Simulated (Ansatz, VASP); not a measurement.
# ZnS (Wurtzite-2H) in two plane-wave programs, part 3 of 3

One calculation is typed for both programs; each brings its own data sets. How far apart do they land? The cell is taken from a series of runs on this material, whose earlier steps may have relaxed, scaled, displaced or heated it; both programs get it as it stands.

VASP 6.6.1 and Ansatz 0.2.0.

So far: Starting point; Ansatz: zone-centre phonons, LDA; VASP: zone-centre phonons, LDA.

## 3. VASP: zone-centre phonons, LDA (continued)

Level of this step: LDA; plane waves and PAW (S, Zn) (VASP).

Numbers of over 12 decimals in the logs are rounded to 6 here.

From OUTCAR (step 3):

```text
ion  position               nearest neighbor table
   1  0.333  0.667  0.380-   4 2.31   4 2.31   4 2.31   3 2.31
   2  0.667  0.333  0.880-   3 2.31   3 2.31   3 2.31   4 2.31
   3  0.333  0.667  0.005-   2 2.31   2 2.31   2 2.31   1 2.31
   4  0.667  0.333  0.505-   1 2.31   1 2.31   1 2.31   2 2.31

  LATTYP: Found a hexagonal cell.
 ALAT       =     3.7637615660
 C/A-ratio  =     1.6421721737

 Subroutine GETGRP returns: Found 12 space group operations
 (whereof  6 operations were pure point group operations)

The static configuration has the point symmetry C_3v.
 The point group associated with its full space group is C_6v.

 Found     95 irreducible k-points:

   k-points           NKPTS =     95   k-points in BZ     NKDIM =     95   number of bands    NBANDS=     24

   dimension x,y,z NGX =    28 NGY =   28 NGZ =   48
   dimension x,y,z NGXF=    56 NGYF=   56 NGZF=   96

   ENCUT  =  500.0 eV  36.75 Ry    6.06 a.u.   6.86  6.86 11.27*2*pi/ulx,y,z

   NELECT =      36.0000    total number of electrons

 k-points in reciprocal lattice and weights: Automatic mesh
   0.00000000  0.00000000  0.00000000       0.001
   0.08333333  0.00000000  0.00000000       0.005
   0.16666667  0.00000000  0.00000000       0.005
   0.25000000  0.00000000  0.00000000       0.005
   0.33333333  0.00000000  0.00000000       0.005
   0.41666667 -0.00000000  0.00000000       0.005
   0.50000000  0.00000000  0.00000000       0.003
   0.08333333  0.08333333  0.00000000       0.005
   0.16666667  0.08333333  0.00000000       0.010
[...]
-1.881880783  3.259513130  0.000000000     0.000000000  0.306794285  0.000000000
     0.000000000  0.000000000  6.180744512     0.000000000  0.000000000  0.161792806

 POSITION                                       TOTAL-FORCE (eV/Angst)
 -----------------------------------------------------------------------------------
     -0.00000      2.17301      2.34584        -0.000000      0.000000     -0.000618
      1.88188      1.08650      5.43621         0.000000      0.000000     -0.000618
     -0.00000      2.17301      0.03375        -0.000000      0.000000      0.000618
      1.88188      1.08650      3.12412        -0.000000      0.000000      0.000618
 -----------------------------------------------------------------------------------
    total drift:                               -0.000000     -0.000001     -0.000233

 MACROSCOPIC STATIC DIELECTRIC TENSOR (including local field effects in DFT)
 ------------------------------------------------------
           6.018519     0.000000     0.000000
           0.000000     6.018519    -0.000000
          -0.000000     0.000000     6.140485
 ------------------------------------------------------

 PIEZOELECTRIC TENSOR (including local field effects)  for field in x, y, z        (C/m^2)
          XX          YY          ZZ          XY          YZ          ZX
  --------------------------------------------------------------------------------
  x     0.00000    -0.00000     0.00000     0.00000     0.00000     0.37240
  y     0.00000     0.00000     0.00000     0.00000     0.37239     0.00000
  z     0.35116     0.35116    -0.74210     0.00000     0.00000    -0.00000

 BORN EFFECTIVE CHARGES (including local field effects) (in |e|, cummulative output)
 ---------------------------------------------------------------------------------
 ion    1
    1    -1.87259     0.00000     0.00000
    2    -0.00000    -1.87259     0.00000
    3    -0.00000     0.00000    -1.97960
 ion    2
    1    -1.87259     0.00000     0.00000
    2    -0.00000    -1.87259     0.00000
    3     0.00000    -0.00000    -1.97960
 ion    3
    1     1.87259     0.00000     0.00000
    2     0.00000     1.87259     0.00000
    3     0.00000    -0.00000     1.97960
 ion    4
    1     1.87259     0.00000     0.00000
    2    -0.00000     1.87259     0.00000
    3    -0.00000     0.00000     1.97960

 Eigenvectors and eigenvalues of the dynamical matrix
 ----------------------------------------------------

   1 f  =   10.201840 THz    64.100052 2PiTHz  340.296758 cm-1    42.191402 meV
             X         Y         Z           dx          dy          dz
     -0.000000  2.173009  2.345836     0.000000    0.000000    0.695753
      1.881881  1.086504  5.436209     0.000000    0.000000   -0.695753
     -0.000000  2.173009  0.033750    -0.000000    0.000000   -0.126206
      1.881881  1.086504  3.124123    -0.000000   -0.000000    0.126206

   2 f  =    8.692720 THz    54.617972 2PiTHz  289.957936 cm-1    35.950186 meV
             X         Y         Z           dx          dy          dz
     -0.000000  2.173009  2.345836    -0.000001    0.611209    0.000000
      1.881881  1.086504  5.436209     0.000001   -0.611209    0.000000
     -0.000000  2.173009  0.033750    -0.000001    0.355562   -0.000000
      1.881881  1.086504  3.124123     0.000001   -0.355562   -0.000000

   3 f  =    8.692720 THz    54.617972 2PiTHz  289.957936 cm-1    35.950186 meV
             X         Y         Z           dx          dy          dz
     -0.000000  2.173009  2.345836    -0.611209   -0.000001    0.000000
      1.881881  1.086504  5.436209     0.611209    0.000001    0.000000
     -0.000000  2.173009  0.033750    -0.355562   -0.000001   -0.000000
      1.881881  1.086504  3.124123     0.355562    0.000001   -0.000000

   4 f  =    8.546417 THz    53.698722 2PiTHz  285.077786 cm-1    35.345125 meV
             X         Y         Z           dx          dy          dz
     -0.000000  2.173009  2.345836    -0.000002   -0.579678   -0.000000
      1.881881  1.086504  5.436209    -0.000002   -0.579678   -0.000000
     -0.000000  2.173009  0.033750     0.000001    0.404936    0.000000
      1.881881  1.086504  3.124123     0.000001    0.404936    0.000000

   5 f  =    8.546417 THz    53.698722 2PiTHz  285.077786 cm-1    35.345125 meV
             X         Y         Z           dx          dy          dz
     -0.000000  2.173009  2.345836    -0.579678    0.000002    0.000000
      1.881881  1.086504  5.436209    -0.579678    0.000002    0.000000
     -0.000000  2.173009  0.033750     0.404936   -0.000001   -0.000000
      1.881881  1.086504  3.124123     0.404936   -0.000001   -0.000000

   6 f  =    8.422932 THz    52.922842 2PiTHz  280.958768 cm-1    34.834432 meV
             X         Y         Z           dx          dy          dz
     -0.000000  2.173009  2.345836     0.000000   -0.000000    0.578164
      1.881881  1.086504  5.436209    -0.000000    0.000000    0.578164
     -0.000000  2.173009  0.033750    -0.000000    0.000000   -0.407095
      1.881881  1.086504  3.124123    -0.000000    0.000000   -0.407095

   7 f  =    5.926045 THz    37.234436 2PiTHz  197.671569 cm-1    24.508140 meV
             X         Y         Z           dx          dy          dz
     -0.000000  2.173009  2.345836     0.000000   -0.000000   -0.126206
      1.881881  1.086504  5.436209    -0.000000    0.000000    0.126206
     -0.000000  2.173009  0.033750    -0.000000   -0.000000   -0.695753
      1.881881  1.086504  3.124123     0.000000   -0.000000    0.695753

   8 f  =    2.112083 THz    13.270607 2PiTHz   70.451496 cm-1     8.734868 meV
             X         Y         Z           dx          dy          dz
     -0.000000  2.173009  2.345836     0.000014    0.355562    0.000000
      1.881881  1.086504  5.436209    -0.000014   -0.355562   -0.000000
     -0.000000  2.173009  0.033750    -0.000025   -0.611209   -0.000000
      1.881881  1.086504  3.124123     0.000025    0.611209    0.000000

   9 f  =    2.112083 THz    13.270607 2PiTHz   70.451496 cm-1     8.734868 meV
             X         Y         Z           dx          dy          dz
     -0.000000  2.173009  2.345836     0.355562   -0.000014   -0.000000
      1.881881  1.086504  5.436209    -0.355562    0.000014   -0.000000
     -0.000000  2.173009  0.033750    -0.611209    0.000025   -0.000000
      1.881881  1.086504  3.124123     0.611209   -0.000025   -0.000000

  10 f/i=    0.009858 THz     0.061938 2PiTHz    0.328819 cm-1     0.040768 meV
             X         Y         Z           dx          dy          dz
     -0.000000  2.173009  2.345836    -0.042706    0.402678    0.000000
      1.881881  1.086504  5.436209    -0.042706    0.402678    0.000000
     -0.000000  2.173009  0.033750    -0.061135    0.576445    0.000000
      1.881881  1.086504  3.124123    -0.061135    0.576445    0.000000

  11 f/i=    0.009858 THz     0.061938 2PiTHz    0.328819 cm-1     0.040768 meV
             X         Y         Z           dx          dy          dz
     -0.000000  2.173009  2.345836     0.402678    0.042706   -0.000000
      1.881881  1.086504  5.436209     0.402678    0.042706   -0.000000
     -0.000000  2.173009  0.033750     0.576445    0.061135   -0.000000
      1.881881  1.086504  3.124123     0.576445    0.061135   -0.000000

  12 f/i=    0.021684 THz     0.136244 2PiTHz    0.723296 cm-1     0.089677 meV
             X         Y         Z           dx          dy          dz
     -0.000000  2.173009  2.345836     0.000000   -0.000000    0.407095
      1.881881  1.086504  5.436209     0.000000   -0.000000    0.407095
     -0.000000  2.173009  0.033750     0.000000   -0.000000    0.578164
      1.881881  1.086504  3.124123     0.000000   -0.000000    0.578164

 MACROSCOPIC STATIC DIELECTRIC TENSOR IONIC CONTRIBUTION
 ------------------------------------------------------
           2.605048     0.000000     0.000000
           0.000000     2.605048     0.000000
           0.000000     0.000000     2.989132
 ------------------------------------------------------

 ELASTIC MODULI CONTR FROM IONIC RELAXATION (kBar)
 Direction    XX          YY          ZZ          XY          YZ          ZX
 --------------------------------------------------------------------------------
 XX        -314.9406    132.6983    163.7401     -0.0000     -0.0000      0.0000
 YY         132.6983   -314.9406    163.7401      0.0000     -0.0000     -0.0000
 ZZ         163.7401    163.7401   -294.2326     -0.0000      0.0000      0.0000
 XY          -0.0000      0.0000     -0.0000   -223.8194      0.0000      0.0000
 YZ           0.0000     -0.0000      0.0000      0.0000    -80.6235     -0.0000
 ZX           0.0000     -0.0000      0.0000      0.0000     -0.0000    -94.7435
 --------------------------------------------------------------------------------

 PIEZOELECTRIC TENSOR IONIC CONTR  for field in x, y, z        (C/m^2)
          XX          YY          ZZ          XY          YZ          ZX
  --------------------------------------------------------------------------------
  x     0.00000    -0.00000     0.00000    -0.00000    -0.00000    -0.46747
  y    -0.00000     0.00000     0.00000     0.00000    -0.43123    -0.00000
  z    -0.49108    -0.49108     0.88245     0.00000    -0.00000    -0.00000
```

## 4. Side by side

Known differences besides the potentials themselves: the two LDA forms differ slightly; fixed occupations in Ansatz, narrow Gaussian smearing in VASP; VASP's response is taken on the typed mesh, Ansatz refines its own for the field response alone; the cutoff is 420 eV in Ansatz and 500 eV in VASP; VASP's log shows a relativistic correction to its local exchange, Ansatz's none. Total energies have different zeros and are not compared.

Compared:

| quantity | Ansatz | VASP | difference |
| --- | --- | --- | --- |
| ε∞ xx | 6.06 | 6.02 | +0.77 % |
| ε∞ yy | 6.06 | 6.02 | +0.77 % |
| ε∞ zz | 6.19 | 6.14 | +0.82 % |
| Born charge of S1 (mean of the diagonal) (e) | -1.90 | -1.91 | +0.01 |
| Born charge of Zn3 (mean of the diagonal) (e) | 1.90 | 1.91 | -0.01 |
| optical mode 1 to 2 (cm⁻¹) | 72.4 | 70.5 | +2.82 % |
| optical mode 3 (cm⁻¹) | 196.0 | 197.7 | -0.84 % |
| optical mode 4 (cm⁻¹) | 278.8 | 281.0 | -0.76 % |
| optical mode 5 to 6 (cm⁻¹) | 283.8 | 285.1 | -0.44 % |
| optical mode 7 to 8 (cm⁻¹) | 288.6 | 290.0 | -0.46 % |
| optical mode 9 (cm⁻¹) | 339.0 | 340.3 | -0.39 % |

Modes are paired by rising frequency, not by their patterns, so a pair may set unlike modes beside each other; they are those without the splitting of longitudinal modes.

## 5. Results

| Item | Value |
| --- | --- |
| r.m.s. difference of the optical zone-centre modes, each program's sorted by frequency (zone-centre phonons, LDA) | 1.6 cm⁻¹ |
| difference in optical mode 1 to 2 (zone-centre phonons, LDA) | +2.8 % |

**Reading.** The r.m.s. difference of the optical zone-centre modes, each program's sorted by frequency is 1.6 cm⁻¹ (zone-centre phonons, LDA). Among the rows given in per cent, the largest difference of the zone-centre phonons, LDA pair is in optical mode 1 to 2, +2.8 %. Such differences can come from data sets, numerical settings and the points named under the comparisons, not from the functional's error against experiment.

[Lines on the potential files, build, host, timing and source positions are cut from VASP's logs without a mark.]

[Logs are printed without paths, hosts, clocks, repeated set-up lines and the standing remarks that a program may print on its own settings, such as how far it seeks lower states.]

[Hosts, paths, dates, database ids (printed as entryN), source tags and the programs' standing remarks are cut or masked in the printed files.]
